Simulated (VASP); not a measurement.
Output of a VASP run:

File OSZICAR:
```
       N       E                     dE             d eps       ncg     rms          rms(c)
DAV:   1    -0.390237326410E+04   -0.39024E+04   -0.43581E+04   608   0.107E+03
DAV:   2    -0.460782701355E+04   -0.70545E+03   -0.68413E+03   566   0.332E+02
DAV:   3    -0.465706512287E+04   -0.49238E+02   -0.48034E+02   602   0.783E+01
DAV:   4    -0.465884619903E+04   -0.17811E+01   -0.17678E+01   624   0.140E+01
DAV:   5    -0.971707426972E+02    0.45617E+04   -0.35121E+01   514   0.345E+01    0.384E+01
DAV:   6    -0.953184359135E+02    0.18523E+01   -0.41071E+00   536   0.119E+01    0.205E+01
DAV:   7    -0.949935691211E+02    0.32487E+00   -0.44701E-01   572   0.263E+00    0.120E+01
DAV:   8    -0.948088441067E+02    0.18473E+00   -0.22296E-01   544   0.208E+00    0.698E+00
DAV:   9    -0.947710446631E+02    0.37799E-01   -0.57165E-02   544   0.108E+00    0.363E+00
DAV:  10    -0.947579668286E+02    0.13078E-01   -0.14233E-02   576   0.613E-01    0.190E+00
DAV:  11    -0.947543735930E+02    0.35932E-02   -0.28198E-03   568   0.198E-01    0.107E+00
DAV:  12    -0.947533159983E+02    0.10576E-02   -0.94123E-04   584   0.113E-01    0.599E-01
DAV:  13    -0.947530266347E+02    0.28936E-03   -0.24378E-04   568   0.645E-02    0.327E-01
DAV:  14    -0.947529501371E+02    0.76498E-04   -0.73379E-05   560   0.338E-02    0.180E-01
DAV:  15    -0.947529330811E+02    0.17056E-04   -0.22589E-05   544   0.184E-02    0.101E-01
DAV:  16    -0.947529303488E+02    0.27323E-05   -0.74934E-06   520   0.108E-02    0.558E-02
DAV:  17    -0.947529311482E+02   -0.79949E-06   -0.22855E-06   408   0.633E-03
   1 F= -.94752931E+02 E0= -.94752931E+02  d E =-.347622-101
```

OUTCAR:
```
------------------------ aborting loop because EDIFF is reached ----------------------------------------
  FORCE on cell =-STRESS in cart. coord.  units (eV):
  Direction    XX          YY          ZZ          XY          YZ          ZX
  --------------------------------------------------------------------------------------
  Total      -10.6647597    -10.6647597    -10.6647597     -0.0000000     -0.0000000      0.0000000
  in kB      -92.8757295    -92.8757295    -92.8757295     -0.0000000     -0.0000000      0.0000000
  external PRESSURE =     -92.8757295 kB  Pullay stress =       0.0000000 kB
  volume of cell :      183.98
      direct lattice vectors                 reciprocal lattice vectors
     5.687479000  0.000000000  0.000000000     0.175824825  0.000000000  0.000000000
     0.000000000  5.687479000  0.000000000     0.000000000  0.175824825  0.000000000
     0.000000000  0.000000000  5.687479000     0.000000000  0.000000000  0.175824825
 POSITION                                       TOTAL-FORCE (eV/Angst)
 -----------------------------------------------------------------------------------
      0.00000      2.84374      2.84374        -0.000000     -0.000000     -0.000000
      2.84374      2.84374      0.00000        -0.000000     -0.000000     -0.000000
      2.84374      0.00000      2.84374        -0.000000     -0.000000     -0.000000
      0.00000      0.00000      0.00000        -0.000000     -0.000000     -0.000000
      2.20788      0.63586      5.05162         0.270399     -0.270399      0.270399
      3.47960      5.05162      0.63586        -0.270399      0.270399     -0.270399
      0.63586      5.05162      2.20788        -0.270399      0.270399      0.270399
      5.05162      0.63586      3.47960         0.270399     -0.270399     -0.270399
      5.05162      2.20788      0.63586         0.270399      0.270399     -0.270399
      0.63586      3.47960      5.05162        -0.270399     -0.270399      0.270399
      3.47960      3.47960      3.47960        -0.270399     -0.270399     -0.270399
      2.20788      2.20788      2.20788         0.270399      0.270399      0.270399
 -----------------------------------------------------------------------------------
    total drift:                                0.000006     -0.000010     -0.000022
  FREE ENERGIE OF THE ION-ELECTRON SYSTEM (eV)
  ---------------------------------------------------
  free  energy   TOTEN  =       -94.7529311482 eV

  energy  without entropy=      -94.7529311482  energy(sigma->0) =      -94.75293115

  exchange ACFDT corr.  =         0.00000000  see jH, gK, PRB 81, 115126
```
(Selected blocks of OUTCAR.)

### POSCAR
```
RuS2
1
    5.6874790000     0.0000000000     0.0000000000
    0.0000000000     5.6874790000     0.0000000000
    0.0000000000     0.0000000000     5.6874790000
Ru S
4 8
Direct
  0.0000000000   0.5000000000   0.5000000000
  0.5000000000   0.5000000000   0.0000000000
  0.5000000000   0.0000000000   0.5000000000
  0.0000000000   0.0000000000   0.0000000000
  0.3882000000   0.1118000000   0.8882000000
  0.6118000000   0.8882000000   0.1118000000
  0.1118000000   0.8882000000   0.3882000000
  0.8882000000   0.1118000000   0.6118000000
  0.8882000000   0.3882000000   0.1118000000
  0.1118000000   0.6118000000   0.8882000000
  0.6118000000   0.6118000000   0.6118000000
  0.3882000000   0.3882000000   0.3882000000
```

Task: Write an INCAR and KPOINTS that could have produced this output.

Result: Several could match; the one computed here: the input of the run itself, HSE06 screened hybrid, plane waves, VASP's PBE PAW potentials (set 64).

**INCAR**
```
AEXX = 0.25
ALGO = Normal
EDIFF = 1E-6
ENCUT = 300
GGA = PE
HFSCREEN = 0.2
ISIF = 2
ISMEAR = 0
ISYM = 3
LASPH = .TRUE.
LCHARG = .FALSE.
LHFCALC = .TRUE.
LMAXMIX = 4
LREAL = .FALSE.
LWAVE = .FALSE.
NELM = 100
PREC = Accurate
PRECFOCK = Fast
SIGMA = 0.01
SYSTEM = RuS2
```

KPOINTS:
```
Automatic mesh
0
Gamma
3 3 3
0 0 0
```

POTCAR, in this order: Ru_pv S (PBE.64 set). Program: vasp_std.

At this cut-off the stress carries a Pulay error, which pulls relaxed volumes low.

The structure comes from a computed database's RuS2 entry; how it stands against other phases isn't given here. The cell was not relaxed at this level.
